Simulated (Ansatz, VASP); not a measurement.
# Os (Osmium) in two plane-wave programs, part 2 of 2

One calculation is typed for both programs; each brings its own data sets and cutoff. How far apart do they land? The cell is taken from a series of VASP runs on this material, whose earlier steps may have relaxed, scaled or displaced it; both programs get it as it stands.

VASP 6.6.1 and Ansatz 0.2.0.

So far: The starting structure; Ansatz: zone-centre phonons, r2SCAN; VASP: zone-centre phonons, r2SCAN.

## Step 3: VASP: zone-centre phonons, r2SCAN (continued)

Level of this step: r2SCAN; plane waves and PAW (Os) (VASP).

Numbers of over 12 decimals in the logs are rounded to 6 here.

Parts of OUTCAR (step 3):

```text
ion  position               nearest neighbor table
   1  0.667  0.333  0.750-   2 2.68   2 2.68   2 2.68   2 2.68   2 2.68   2 2.68
   2  0.333  0.667  0.250-   1 2.68   1 2.68   1 2.68   1 2.68   1 2.68   1 2.68

  LATTYP: Found a hexagonal cell.
 ALAT       =     2.7384104574
 C/A-ratio  =     1.5797618050

 Subroutine GETGRP returns: Found 24 space group operations
 (whereof 12 operations were pure point group operations)

The static configuration has the point symmetry D_3d.
 The point group associated with its full space group is D_6h.

 Found    222 irreducible k-points:

   k-points           NKPTS =    222   k-points in BZ     NKDIM =    222   number of bands    NBANDS=     14

   dimension x,y,z NGX =    20 NGY =   20 NGZ =   30
   dimension x,y,z NGXF=    40 NGYF=   40 NGZF=   60

   ENCUT  =  450.0 eV  33.07 Ry    5.75 a.u.   4.74  4.74  7.48*2*pi/ulx,y,z

   NELECT =      16.0000    total number of electrons

 k-points in reciprocal lattice and weights: Automatic mesh
   0.00000000  0.00000000  0.00000000       0.000
   0.05555556  0.00000000  0.00000000       0.002
   0.11111111  0.00000000  0.00000000       0.002
   0.16666667  0.00000000  0.00000000       0.002
   0.22222222  0.00000000  0.00000000       0.002
   0.27777778  0.00000000  0.00000000       0.002
   0.33333333 -0.00000000  0.00000000       0.002
   0.38888889  0.00000000  0.00000000       0.002
   0.44444444  0.00000000  0.00000000       0.002
[...]
0.33333333  0.27777778  0.50000000       0.004
   0.33333333  0.33333333  0.50000000       0.001

 average (electrostatic) potential at core
       1 -48.9492       2 -48.9492

 E-fermi :   9.1967

 k-point     1 :       0.0000    0.0000    0.0000
  band No.  band energies     occupation
    ...
      6       6.8985      2.00000
      7       6.8986      2.00000
      8       7.5707      2.00000
      9       7.5707      2.00000
     10       9.2102      0.84827
     11      10.9384     -0.00000
     12      10.9384     -0.00000
     13      18.7089      0.00000
     14      23.9817      0.00000

 k-point     2 :       0.0556    0.0000    0.0000
  band No.  band energies     occupation
    ...
      6       6.8193      2.00000
      7       7.0032      2.00000
      8       7.4161      2.00000
      9       7.4799      2.00000
     10       8.5828      2.00000
     11      11.0023     -0.00000
     12      11.7549     -0.00000
     13      18.6989      0.00000
     14      24.2505      0.00000

 k-point     3 :       0.1111    0.0000    0.0000
  band No.  band energies     occupation
    ...
      6       6.7921      2.00000
      7       6.9847      2.00000
      8       7.2019      2.00000
      9       7.3497      2.00000
     10       7.9169      2.00000
     11      11.1646     -0.00000
     12      13.1578      0.00000
     13      18.6505      0.00000
     14      24.9775      0.00000

  Total        0.0081916      0.0081916      0.0182945      0.0000000      0.0000000      0.0000000
  in kB        0.4671539      0.4671539      1.0433106      0.0000000      0.0000000      0.0000000
  external PRESSURE =       0.6592061 kB  Pullay stress =       0.0000000 kB

  energy-cutoff  :      450.00
  volume of cell :       28.09
      direct lattice vectors                 reciprocal lattice vectors
     2.738410457  0.000000000  0.000000000     0.365175351  0.210834087  0.000000000
    -1.369205229  2.371533022  0.000000000     0.000000000  0.421668174  0.000000000
     0.000000000  0.000000000  4.326036247     0.000000000  0.000000000  0.231158488

 POSITION                                       TOTAL-FORCE (eV/Angst)
 -----------------------------------------------------------------------------------
      1.36921      0.79051      3.22953        -0.000000      0.000000      0.257400
     -0.00000      1.58102      1.08151         0.000000     -0.000000     -0.257400
 -----------------------------------------------------------------------------------
    total drift:                                0.000000      0.000000      0.000021

  FREE ENERGIE OF THE ION-ELECTRON SYSTEM (eV)
  ---------------------------------------------------
  free  energy   TOTEN  =      -106.0009151696 eV

  energy  without entropy=     -105.9995910967  energy(sigma->0) =     -106.00047381

 Eigenvectors and eigenvalues of the dynamical matrix
 ----------------------------------------------------

   1 f  =    6.640762 THz    41.725136 2PiTHz  221.511964 cm-1    27.463971 meV
             X         Y         Z           dx          dy          dz
      1.369205  0.790511  3.244527     0.000000   -0.000000    0.707107
     -0.000000  1.581022  1.081509     0.000000    0.000000   -0.707107

   2 f  =    5.101747 THz    32.055219 2PiTHz  170.175950 cm-1    21.099119 meV
             X         Y         Z           dx          dy          dz
      1.369205  0.790511  3.244527     0.000000    0.707107    0.000000
     -0.000000  1.581022  1.081509    -0.000000   -0.707107    0.000000

   3 f  =    5.101747 THz    32.055219 2PiTHz  170.175950 cm-1    21.099119 meV
             X         Y         Z           dx          dy          dz
      1.369205  0.790511  3.244527    -0.707107    0.000000    0.000000
     -0.000000  1.581022  1.081509     0.707107   -0.000000    0.000000

   4 f  =    0.000000 THz     0.000000 2PiTHz    0.000002 cm-1     0.000000 meV
             X         Y         Z           dx          dy          dz
      1.369205  0.790511  3.244527     0.432111   -0.559714   -0.000000
     -0.000000  1.581022  1.081509     0.432111   -0.559714    0.000000

   5 f  =    0.000000 THz     0.000000 2PiTHz    0.000001 cm-1     0.000000 meV
             X         Y         Z           dx          dy          dz
      1.369205  0.790511  3.244527     0.000000    0.000000   -0.707107
     -0.000000  1.581022  1.081509     0.000000    0.000000   -0.707107

   6 f/i=    0.000000 THz     0.000000 2PiTHz    0.000000 cm-1     0.000000 meV
             X         Y         Z           dx          dy          dz
      1.369205  0.790511  3.244527    -0.559714   -0.432111   -0.000000
     -0.000000  1.581022  1.081509    -0.559714   -0.432111    0.000000

 ELASTIC MODULI CONTR FROM IONIC RELAXATION (kBar)
 Direction    XX          YY          ZZ          XY          YZ          ZX
 --------------------------------------------------------------------------------
 XX         -12.2803     12.2803     -0.0000      0.0000      0.0000      0.0000
 YY          12.2803    -12.2803      0.0000     -0.0000      0.0000      0.0000
 ZZ          -0.0000      0.0000     -0.0000      0.0000      0.0000      0.0000
 XY           0.0000     -0.0000      0.0000    -12.2803      0.0000      0.0000
 YZ           0.0000      0.0000      0.0000      0.0000      0.0000      0.0000
 ZX           0.0000      0.0000      0.0000      0.0000      0.0000      0.0000
 --------------------------------------------------------------------------------

 total charge
# of ion       s       p       d       tot
------------------------------------------
    1        0.656   0.785   6.053   7.494
    2        0.656   0.785   6.053   7.494
--------------------------------------------------
tot          1.312   1.569  12.107  14.988

[... 3 further parts left out ...]
```

CONTCAR:

```
Os
   1.00000000000000
     2.7384104574000001    0.0000000000000000    0.0000000000000000
    -1.3692052287000001    2.3715330220999999    0.0000000000000000
     0.0000000000000000    0.0000000000000000    4.3260362469000002
  Os
     2
Direct
     0.6666666667000030    0.3333333332999970    0.7465326226726027
     0.3333333332999970    0.6666666667000030    0.2500000000000000
```

## Step 4: Side by side

Known differences besides the potentials themselves: VASP keeps PBE cores, Ansatz makes them for the functional; the data sets hold 32 valence electrons in Ansatz (default PAW (the set named soft_2) files) and 16 in VASP; the cutoff is 500 eV in Ansatz and 450 eV in VASP; VASP uses finite displacements, Ansatz perturbation theory. Total energies have different zeros and are not compared.

Compared:

| quantity | Ansatz | VASP | difference |
| --- | --- | --- | --- |
| optical mode 1 to 2 (cm⁻¹) | 170.6 | 170.2 | +0.27 % |
| optical mode 3 (cm⁻¹) | 221.0 | 221.5 | -0.22 % |

Modes are paired by rising frequency and degeneracy, not by their patterns, so a pair may still set unlike modes beside each other.

## Step 5: What came out

```json
{
  "r.m.s. difference of the optical zone-centre modes, each program's sorted by frequency (zone-centre phonons, r2SCAN)": "0.46 cm⁻¹"
}
```

In words: The r.m.s. difference of the optical zone-centre modes, each program's sorted by frequency is 0.46 cm⁻¹ (zone-centre phonons, r2SCAN). Such differences can come from data sets, numerical settings and the points named under the comparisons, not from the functional's error against experiment.

[Lines on the potential files, build, host, timing and source positions are cut from VASP's logs without a mark.]

[Logs are printed without paths, hosts, clocks, repeated set-up lines and the standing remarks that a program may print on its own settings, such as how far it seeks lower states.]

[Hosts, paths, dates, database ids (printed as entryN), source tags and the programs' standing remarks are cut or masked in the printed files.]
